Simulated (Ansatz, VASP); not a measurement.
# Cross-check of AlPt3N between VASP and Ansatz

Wanted: the spread between two codes on one cell, functional and k mesh. The cell is generated by rule, not measured, and may not be a known phase. The cell is taken from a series of runs on this material, whose earlier steps may have relaxed, scaled, displaced or heated it; both programs get it as it stands.

Calculated with Ansatz 0.2.0; plane waves, with VASP 6.6.1 beside it; single point at RPBE.

The structure was built from a prototype and need not be the compound's stable phase.

**1. Set-up**

Symmetry: Pmma, No. 51, orthorhombic system. The conventional cell has a = 8.417 Å, b = 4.209 Å, c = 4.209 Å, α = 90.00°, β = 90.00°, γ = 90.00°. Al has 12 Pt at 2.96 to 2.99 Å nearest. Nearest to Pt lie 2 N at 2.10 Å. Nearest to Pt lie 2 N at 2.07 to 2.14 Å. Nearest to Pt lie 2 N at 2.11 Å. Nearest to N lie 6 Pt at 2.07 to 2.14 Å. Farther neighbours and most contacts between anions are not listed.

**2. VASP: single point, RPBE, pair 1**

With cell and atoms fixed, the geometry can't cause a difference; cores, projectors, grids and the points listed under the comparison can.

Lines of VASP's logs that name or quote its potential files are left out, and so is its time.

Contents of INCAR:

```
SYSTEM = AlPt3N
PREC = Accurate
ENCUT = 600
EDIFF = 1E-06
NELM = 120
ISMEAR = 1
SIGMA = 0.2
LREAL = .FALSE.
ALGO = Normal
GGA = RP
NBANDS = 48
LASPH = .TRUE.
LORBIT = 11
LWAVE = .FALSE.
LCHARG = .FALSE.
ISIF = 2
GGA_COMPAT = .FALSE.
KPAR = 2
```

Contents of POSCAR:

```
AlPt3N
1.0
    4.2086436197      0.0000000000      0.0000000000
    0.0000000000      4.2086436197      0.0000000000
    0.0000000000      0.0000000000      8.4172872394
Al Pt N
2 6 2
Direct
    0.0000000000      0.0000000000      0.0000000000
    0.0000000000      0.0000000000      0.5000000000
    0.5000000000      0.5000000000      0.5000000000
    0.5000000000      0.5000000000      0.0000000000
    0.5000000000      0.9979004732      0.2500000000
    0.5000000000      0.0020995268      0.7500000000
    0.0000000000      0.5054993533      0.2500000000
    0.0000000000      0.4945006467      0.7500000000
    0.5000000000      0.4904957503      0.2500000000
    0.5000000000      0.5095042497      0.7500000000
```

Contents of KPOINTS:

```
Automatic mesh
0
Gamma
8 8 4
0 0 0
```

The projector-augmented-wave data sets are Al, Pt and N (PBE family, release 64).

Command:

```console
$ mpirun -np 2 vasp_std
```

Numbers of over 12 decimals in the logs are rounded to 6 here.

Output:

```text
[banner, memory and clock lines left out]
running    2 mpi-ranks, on    1 nodes
 distrk:  each k-point on    1 cores,    2 groups
 distr:  one band on    1 cores,    1 groups

 POSCAR found type information on POSCAR AlPtN
 POSCAR found :  3 types and      10 ions
|                                                                             |
|               ----> ADVICE to this user running VASP <----                  |
|                                                                             |
|     You enforced a specific xc type in the INCAR file but a different       |
|     [... a line on the potential file left out ...]
|     I HOPE YOU KNOW WHAT YOU ARE DOING!                                     |
|                                                                             |

 LDA part: xc-table for (Slater+PW92), standard interpolation
 POSCAR, INCAR and KPOINTS ok, starting setup
 FFT: planning ... GRIDC
 FFT: planning ... GRID_SOFT
 FFT: planning ... GRID
 WAVECAR not read
 entering main loop
       N       E                     dE             d eps       ncg     rms          rms(c)
DAV:   1     0.496926279847E+03    0.49693E+03   -0.40342E+04  7200   0.166E+03
DAV:   2    -0.219630574157E+02   -0.51889E+03   -0.49070E+03  7848   0.334E+02
DAV:   3    -0.550820349353E+02   -0.33119E+02   -0.31747E+02  9240   0.784E+01
DAV:   4    -0.558582263846E+02   -0.77619E+00   -0.77296E+00  8200   0.130E+01
DAV:   5    -0.558743129199E+02   -0.16087E-01   -0.16078E-01  8872   0.179E+00    0.373E+01
DAV:   6    -0.527040824175E+02    0.31702E+01   -0.18271E+01  9176   0.226E+01    0.202E+01
DAV:   7    -0.523503437908E+02    0.35374E+00   -0.30458E+00  9032   0.100E+01    0.111E+01
DAV:   8    -0.522393517591E+02    0.11099E+00   -0.40603E-01  8016   0.362E+00    0.967E-01
DAV:   9    -0.522258848765E+02    0.13467E-01   -0.11602E-01  8776   0.153E+00    0.460E-01
DAV:  10    -0.522250265020E+02    0.85837E-03   -0.83477E-03  8040   0.571E-01    0.191E-01
DAV:  11    -0.522248427324E+02    0.18377E-03   -0.19861E-03  8472   0.279E-01    0.898E-02
DAV:  12    -0.522247895026E+02    0.53230E-04   -0.19112E-04  8800   0.928E-02    0.312E-02
DAV:  13    -0.522247883513E+02    0.11513E-05   -0.38969E-05  8552   0.262E-02    0.200E-02
DAV:  14    -0.522247866804E+02    0.16709E-05   -0.66266E-06  7680   0.143E-02    0.569E-03
DAV:  15    -0.522247865569E+02    0.12351E-06   -0.25512E-06  5888   0.899E-03
   1 F= -.52224787E+02 E0= -.52227516E+02  d E =0.818864E-02
```

From OUTCAR (step 2):

```text
ion  position               nearest neighbor table
   1  0.000  0.000  0.000-   7 2.96   8 2.96   4 2.98   4 2.98   4 2.98   4 2.98   6 2.98   5 2.98
                             6 2.98   5 2.98   7 2.99   8 2.99
   2  0.000  0.000  0.500-   7 2.96   8 2.96   3 2.98   3 2.98   3 2.98   3 2.98   6 2.98   5 2.98
                             6 2.98   5 2.98   7 2.99   8 2.99
   3  0.500  0.500  0.500-   9 2.10  10 2.10   5 2.97   6 2.97   2 2.98   2 2.98   2 2.98   2 2.98
                             8 2.98   7 2.98   8 2.98   7 2.98   6 2.98   5 2.98
   4  0.500  0.500  0.000-   9 2.10  10 2.10   5 2.97   6 2.97   1 2.98   1 2.98   1 2.98   1 2.98
                             8 2.98   7 2.98   8 2.98   7 2.98   6 2.98   5 2.98
   5  0.500  0.998  0.250-   9 2.07   9 2.14   7 2.95   7 2.95   3 2.97   4 2.97   1 2.98   1 2.98
                             2 2.98   2 2.98   3 2.98   4 2.98   7 3.00   7 3.00
   6  0.500  0.002  0.750-  10 2.07  10 2.14   8 2.95   8 2.95   4 2.97   3 2.97   2 2.98   1 2.98
                             2 2.98   1 2.98   4 2.98   3 2.98   8 3.00   8 3.00
   7  0.000  0.505  0.250-   9 2.11   9 2.11   5 2.95   5 2.95   1 2.96   2 2.96   3 2.98   4 2.98
                             3 2.98   4 2.98   1 2.99   2 2.99   5 3.00   5 3.00
   8  0.000  0.495  0.750-  10 2.11  10 2.11   6 2.95   6 2.95   1 2.96   2 2.96   3 2.98   4 2.98
                             3 2.98   4 2.98   1 2.99   2 2.99   6 3.00   6 3.00
   9  0.500  0.490  0.250-   5 2.07   4 2.10   3 2.10   7 2.11   7 2.11   5 2.14
  10  0.500  0.510  0.750-   6 2.07   4 2.10   3 2.10   8 2.11   8 2.11   6 2.14

  LATTYP: Found a simple tetragonal cell.
 ALAT       =     4.2086436197
 C/A-ratio  =     2.0000000000

 Subroutine GETGRP returns: Found  8 space group operations
 (whereof  4 operations were pure point group operations)

The static configuration has the point symmetry C_2h.
 The point group associated with its full space group is D_2h.

 Found     75 irreducible k-points:

   k-points           NKPTS =     75   k-points in BZ     NKDIM =     75   number of bands    NBANDS=     48

   dimension x,y,z NGX =    36 NGY =   36 NGZ =   70
   dimension x,y,z NGXF=    72 NGYF=   72 NGZF=  140

   ENCUT  =  600.0 eV  44.10 Ry    6.64 a.u.   8.41  8.41 16.81*2*pi/ulx,y,z

   NELECT =      76.0000    total number of electrons

 k-points in reciprocal lattice and weights: Automatic mesh
   0.00000000  0.00000000  0.00000000       0.004
   0.12500000  0.00000000  0.00000000       0.008
   0.00000000  0.12500000  0.00000000       0.008
   0.25000000  0.00000000  0.00000000       0.008
   0.00000000  0.25000000  0.00000000       0.008
   0.37500000  0.00000000  0.00000000       0.008
   0.00000000  0.37500000  0.00000000       0.008
   0.50000000  0.00000000  0.00000000       0.004
   0.00000000  0.50000000  0.00000000       0.004
[...]
-0.37500000  0.50000000  0.50000000       0.008
   0.50000000  0.50000000  0.50000000       0.004

 average (electrostatic) potential at core
       1 -72.7859       2 -72.7859       3 -64.8055       4 -64.8055       5 -64.8089
       6 -64.8089       7 -64.8098       8 -64.8098       9 -61.6912      10 -61.6912

 E-fermi :   9.4938

 k-point     1 :       0.0000    0.0000    0.0000
  band No.  band energies     occupation
    ...
     34       8.7252      2.00000
     35       8.7343      2.00000
     36       8.7359      2.00000
     37       8.7367      2.00000
     38       8.7402      2.00000
     39      10.2537     -0.00000
     40      10.3278     -0.00000
     41      10.3343     -0.00000
     42      10.3999     -0.00000
     43      10.4588     -0.00000
    ...

 k-point     2 :       0.1250    0.0000    0.0000
  band No.  band energies     occupation
    ...
     34       8.6013      2.00000
     35       8.6613      2.00000
     36       8.6794      2.00000
     37       8.7362      2.00000
     38       8.7983      2.00001
     39       9.9781     -0.00326
     40      10.3561     -0.00000
     41      10.5888     -0.00000
     42      10.6431     -0.00000
     43      10.7446     -0.00000
    ...

 k-point     3 :       0.0000    0.1250    0.0000
  band No.  band energies     occupation
    ...
     34       8.6031      2.00000
     35       8.6614      2.00000
     36       8.6652      2.00000
     37       8.7370      2.00000
     38       8.8123      2.00002
     39       9.9654     -0.00427
     40      10.3567     -0.00000
     41      10.6426     -0.00000
     42      10.6474     -0.00000
     43      10.6990     -0.00000
    ...

  Total       -0.2209809      0.1857298     -0.1108759      0.0000000     -0.0000000      0.0000000
  in kB       -2.3747010      1.9958861     -1.1914920      0.0000000     -0.0000000      0.0000000
  external PRESSURE =      -0.5234357 kB  Pullay stress =       0.0000000 kB

  energy-cutoff  :      600.00
  volume of cell :      149.09
      direct lattice vectors                 reciprocal lattice vectors
     4.208643620  0.000000000  0.000000000     0.237606243  0.000000000  0.000000000
     0.000000000  4.208643620  0.000000000     0.000000000  0.237606243  0.000000000
     0.000000000  0.000000000  8.417287239     0.000000000  0.000000000  0.118803122

 POSITION                                       TOTAL-FORCE (eV/Angst)
 -----------------------------------------------------------------------------------
      0.00000      0.00000      0.00000        -0.000000     -0.000000      0.000000
      0.00000      0.00000      4.20864        -0.000000     -0.000000      0.000000
      2.10432      2.10432      4.20864        -0.000000     -0.000000      0.000000
      2.10432      2.10432      0.00000        -0.000000     -0.000000      0.000000
      2.10432      4.19981      2.10432        -0.000000     -0.095033      0.000000
      2.10432      0.00884      6.31297        -0.000000      0.095033      0.000000
      0.00000      2.12747      2.10432         0.000000      0.175920     -0.000000
      0.00000      2.08118      6.31297        -0.000000     -0.175920      0.000000
      2.10432      2.06432      2.10432        -0.000000      0.009866      0.000000
      2.10432      2.14432      6.31297        -0.000000     -0.009866     -0.000000
 -----------------------------------------------------------------------------------
    total drift:                                0.000000      0.000000      0.000000

  FREE ENERGIE OF THE ION-ELECTRON SYSTEM (eV)
  ---------------------------------------------------
  free  energy   TOTEN  =       -52.2247865569 eV

  energy  without entropy=      -52.2329751940  energy(sigma->0) =      -52.22751610

 total charge
# of ion       s       p       d       tot
------------------------------------------
    1        0.360   0.258   0.000   0.618
    2        0.360   0.258   0.000   0.618
    3        0.561   0.512   8.195   9.269
    4        0.561   0.512   8.195   9.269
    5        0.564   0.514   8.195   9.273
    6        0.564   0.514   8.195   9.273
    7        0.562   0.512   8.195   9.269
    8        0.562   0.512   8.195   9.269
    9        1.213   2.434   0.000   3.647
   10        1.213   2.434   0.000   3.647
--------------------------------------------------
tot          6.522   8.459  49.170  64.151

[... 3 further parts left out ...]
```

The run ends at a pressure of -0.05 GPa, with forces up to 0.18 eV/Å.

**3. Ansatz: single point, RPBE, pair 1**

Ansatz runs on its default PAW (the set named soft_2) files.

The same cell, functional, mesh and smearing now go to Ansatz, which takes its cutoff from its data sets.

Contents of input.yaml:

```yaml
crystal:
  lattice:
    - [4.2086436197, 0.0, 0.0]
    - [0.0, 4.2086436197, 0.0]
    - [0.0, 0.0, 8.4172872394]
  atoms:
    - { symbol: Al, position: [0.0, 0.0, 0.0] }
    - { symbol: Al, position: [0.0, 0.0, 0.5] }
    - { symbol: Pt, position: [0.5, 0.5, 0.5] }
    - { symbol: Pt, position: [0.5, 0.5, 0.0] }
    - { symbol: Pt, position: [0.5, -0.0020995268, 0.25] }
    - { symbol: Pt, position: [0.5, 0.0020995268, 0.75] }
    - { symbol: Pt, position: [0.0, 0.5054993533, 0.25] }
    - { symbol: Pt, position: [0.0, 0.4945006467, 0.75] }
    - { symbol: "N", position: [0.5, 0.4904957503, 0.25] }
    - { symbol: "N", position: [0.5, 0.5095042497, 0.75] }
kpoints:
  mp_grid: { grid: [8, 8, 4] }
hamiltonian:
  xc: rpbe
scf:
  occupations: { method: methfessel_paxton, width: 0.2 }
output:
  forces: true
  stress: true
  eigenvalues: true
```

Command:

```console
$ ansatz run input.yaml --threads 8 --pin off --max-ram 14336MiB --backend cpu --events-out ev --progress --plain --runs-dir out
```

Output:

```text
Engine: ansatz 0.2.0, aarch64-unknown-linux-gnu
Pseudopotentials: kind: paw
Pseudopotential: Al, paw, valence charge 3, recommended cutoff 420 eV (normal), Al.paw.azcp
Pseudopotential: Pt, paw, valence charge 18, recommended cutoff 420 eV (normal), Pt.paw.azcp
Pseudopotential: N, paw, valence charge 5, recommended cutoff 420 eV (normal), N.paw.azcp
Functional definition: RPBE
  parameter kappa = 0.804
  parameter beta = 0.066725
  exchange = rpbe_x(kappa = kappa, mu = beta*pi^2/3)
  correlation = pbe_c(beta = beta)
Crystal: 10 atoms, lattice volume = 149.093 Å³
Basis set: ecut = 420 eV, 2881 PW (Γ), exchange–correlation on 60×60×120 points (8 copies of the dense FFT grid, shifted against one another)
Bands: 75, of which v1, the nominal top of the filled ones, is band 62 counted from 1 (61 counted from 0)
Symmetry: 8 space group operations
Space group: Pmma (ITA 51), of the structure as read, at distance tolerance 5.3e-5 Å
k-points: 75 of 256
Non-local potential: Al, projectors of the file, l = 0: 2, l = 1: 2, l = 2: 1
Non-local potential: Pt, projectors of the file, l = 0: 3, l = 1: 2, l = 2: 2, l = 3: 1
Non-local potential: N, projectors of the file, l = 0: 2, l = 1: 2, l = 2: 1
PAW form: soft (Blöchl's): semilocal exchange-correlation on the pseudo side does not see the compensation charge
PAW frozen core: Al, regenerated for the run's functional, and the local potential with it (the file was generated under x = pbe(κ = 0.804, μ = 0.219515), c = pbe(β = 0.066725))
PAW frozen core: Pt, regenerated for the run's functional, and the local potential with it (the file was generated under x = pbe(κ = 0.804, μ = 0.219515), c = pbe(β = 0.066725))
PAW frozen core: N, regenerated for the run's functional, and the local potential with it (the file was generated under x = pbe(κ = 0.804, μ = 0.219515), c = pbe(β = 0.066725))
PAW one-centre angular grid: Al, 110 points (default); XC on 64 Gauss nodes
PAW one-centre angular grid: Pt, 590 points (default); XC on 64 Gauss nodes
PAW one-centre angular grid: N, 110 points (default); XC on 64 Gauss nodes
Initial density: superposition of atomic densities (neutral atoms: chi_scale 0, normalization atom), corrected by the library's trained network
Initial wavefunctions: pseudopotential atomic-orbital guess
Functional: x = rpbe, c = pbe(β = 0.066725)
SCF iter   1: F=—  HF=-77069.185361 eV  |F-HF|=—  |Δ(HF+E_count)|=         —  Δρ=1.17e-2  dr2=2.65e-1  ethr=1.77e-3  ⟨swp⟩=5.1  Hψ=19328  notcnv=0
preconditioner: auto → Kerker (q_TF=auto, 2.646 Å⁻¹)  [metal: Δε(μ)=0.054 eV  Ē_g=7.809 eV  σ=0.200 eV  W_gap=0.22  n_scr=46 (ndim 8)  ℏωp=26.5 eV  f_vac=0.000  D(μ)=3.99/eV (n_scr^D=28)]
SCF iter   2: F=—  HF=-77069.147618 eV  |F-HF|=—  |Δ(HF+E_count)|=   3.77e-2  S|Δr|=    0.00e0  Δρ=6.14e-3  dr2=8.54e-2  ethr=2.14e-4  ⟨swp⟩=1.0  Hψ=6525  notcnv=0  defer=1
SCF iter   3: F=—  HF=-77069.129299 eV  |F-HF|=—  |Δ(HF+E_count)|=   1.83e-2  S|Δr|=    0.00e0  Δρ=1.26e-3  dr2=5.89e-3  ethr=6.89e-5  ⟨swp⟩=2.0  Hψ=7234  notcnv=0  defer=1
SCF iter   4: F=—  HF=-77069.127103 eV  |F-HF|=—  |Δ(HF+E_count)|=   2.20e-3  S|Δr|=    0.00e0  Δρ=3.53e-4  dr2=2.15e-4  ethr=4.75e-6  ⟨swp⟩=2.0  Hψ=7180  notcnv=0  defer=1
SCF iter   5: F=—  HF=-77069.127031 eV  |F-HF|=—  |Δ(HF+E_count)|=   7.18e-5  S|Δr|=    0.00e0  Δρ=5.97e-5  dr2=6.39e-6  ethr=1.73e-7  ⟨swp⟩=2.0  Hψ=7691  notcnv=0  defer=1
SCF iter   6: F=—  HF=-77069.126948 eV  |F-HF|=—  |Δ(HF+E_count)|=   8.26e-5  S|Δr|=    0.00e0  Δρ=1.52e-5  dr2=3.70e-7  ethr=5.15e-9  ⟨swp⟩=2.0  Hψ=8175  notcnv=0  defer=1
SCF iter   7: F=-77069.126948 eV  HF=-77069.126948 eV  |F-HF|=1.02e-10  |Δ(HF+E_count)|=   1.85e-8  S|Δr|=    0.00e0  Δρ=2.76e-6  dr2=9.58e-9  ethr=8.06e-11  ⟨swp⟩=8.6  Hψ=20600  notcnv=0
SCF 1 converged in 7 iterations: F = -77069.126948 eV  dr2 = 9.58e-9
  greatest PAW one-centre occupation: 1.000 electrons in one spin orbital (limit 2), on the Pt atom at site 5 (counted from 0), in its partial waves of l = 0
SCF converged after 7 iterations
Stability not checked: this state was not tested for a lower state beside it, because cold or Methfessel-Paxton smearing, or corrected tetrahedra, fill the levels in a way that the test cannot read (fill_not_monotonic; see scf.lower_state_search)
Free energy (F): -77069.126948 eV
Harris-Foulkes:  -77069.126948 eV  (|F-HF|=1.02e-10)
Internal energy: -77069.134671 eV  (E = F + TS)
E sigma→0 (E₀):  -77069.128879 eV
Entropy (-TS):   0.007723 eV (0.772 meV/atom)
Fermi energy:    17.154052 eV
--- Per-component energies (eV) ---
  E_band       = -1313.178545
  E_kinetic    = 4133.208677
  E_local      = -13424.432763  (includes V_loc(G=0)·N_el)
  E_nonlocal   = 1309.388268
  E_hartree    = 5229.343311
  E_xc         = -1766.726246
  E_vxc        = -2019.751152  (∫ρ·V_xc dr)
  E_paw        = -58003.895176  (= ΣΔE_a)
  E_vpaw       = -1770.285892  (= ΣTr[D̂ρ^β])
  E_aug_tail   = 0.001459  (compensation charges beyond the density's cutoff)
  E_ewald      = -14545.727169
  E_core_change = -0.295032  (= ΣΔE_core)
  E_smearing   = 0.007723  (= −TS)
  E_closure    = 0.000000  (closes the sum)
  Σ components = -77069.126948   (vs F -77069.126948, Δ=0.00e0)
--- Forces (eV/Å), atoms counted from 1 ---
  atom   1  Al    -0.00000000     0.00000000     0.00000000
  atom   2  Al    -0.00000000     0.00000000     0.00000000
  atom   3  Pt     0.00000000     0.00000000     0.00000000
  atom   4  Pt     0.00000000     0.00000000    -0.00000000
  atom   5  Pt     0.00000000    -0.07545660     0.00000000
  atom   6  Pt     0.00000000     0.07545660     0.00000000
  atom   7  Pt     0.00000000     0.17255574     0.00000000
  atom   8  Pt     0.00000000    -0.17255574     0.00000000
  atom   9  N      0.00000000    -0.00595061     0.00000000
  atom  10  N      0.00000000     0.00595061     0.00000000
  max |Σ_I F_I| component: 8.67e-19 eV/Å
--- Stress (GPa, compression-positive) ---
       -0.157623       0.000000       0.000000
        0.000000       0.266647       0.000000
        0.000000       0.000000      -0.040999
  P = ⅓ Tr σ = 0.0227 GPa (0.227 kbar)
--- Band table (eV; the first three rows and the last of 75) ---
  k-point 0: bands = [... 58 lower, 16.3970, 16.3986, 16.3994, 16.4030, 17.9150, 17.9823, 17.9887, 18.0623, ... 9 higher]
  k-point 1: bands = [... 58 lower, 16.3190, 16.3256, 16.4032, 16.4038, 17.6239, 17.7716, 18.2734, 18.3022, ... 9 higher]
  k-point 2: bands = [... 58 lower, 16.1799, 16.1799, 16.4036, 16.4036, 17.5587, 17.5587, 18.5671, 18.5671, ... 9 higher]
  k-point 74: bands = [... 58 lower, 16.6803, 16.6803, 16.6805, 16.6805, 17.0981, 17.0981, 19.1860, 19.1860, ... 9 higher]
```

The run ends at a pressure of 0.02 GPa, with forces up to 0.17 eV/Å.

**4. Side by side**

Known differences besides the potentials themselves: the data sets hold 124 valence electrons in Ansatz (on its default PAW (the set named soft_2) files) and 76 in VASP; the cutoff is 420 eV in Ansatz and 600 eV in VASP; Ansatz makes its cores anew for this functional, VASP keeps those of its PBE data sets. Total energies have different zeros and are not compared.

The two programs side by side:

```
      quantity  Ansatz   VASP  difference
pressure (GPa)    0.02  -0.05       +0.08
```

Forces (eV/Å; atoms numbered as in POSCAR):

```csv
atom,"Ansatz x, y, z","VASP x, y, z"
Al1,"0.000, 0.000, 0.000","0.000, 0.000, 0.000"
Al2,"0.000, 0.000, 0.000","0.000, 0.000, 0.000"
Pt3,"0.000, 0.000, 0.000","0.000, 0.000, 0.000"
Pt4,"0.000, 0.000, 0.000","0.000, 0.000, 0.000"
Pt5,"0.000, -0.075, 0.000","0.000, -0.095, 0.000"
Pt6,"0.000, 0.075, 0.000","0.000, 0.095, 0.000"
Pt7,"0.000, 0.173, 0.000","0.000, 0.176, 0.000"
Pt8,"0.000, -0.173, 0.000","0.000, -0.176, 0.000"
N9,"0.000, -0.006, 0.000","0.000, 0.010, 0.000"
N10,"0.000, 0.006, 0.000","0.000, -0.010, 0.000"
```

The forces differ by 6.6 meV/Å r.m.s., which is 12.7 % of the r.m.s. force of 0.052 eV/Å (both taken over all components).

(Part 1 of 2 ends here.)

[Lines on the potential files, build, host, timing and source positions are cut from VASP's logs without a mark.]

[Logs are printed without paths, hosts, clocks, repeated set-up lines and the standing remarks that a program may print on its own settings, such as how far it seeks lower states.]

[Hosts, paths, dates, database ids (printed as entryN), source tags and the programs' standing remarks are cut or masked in the printed files.]
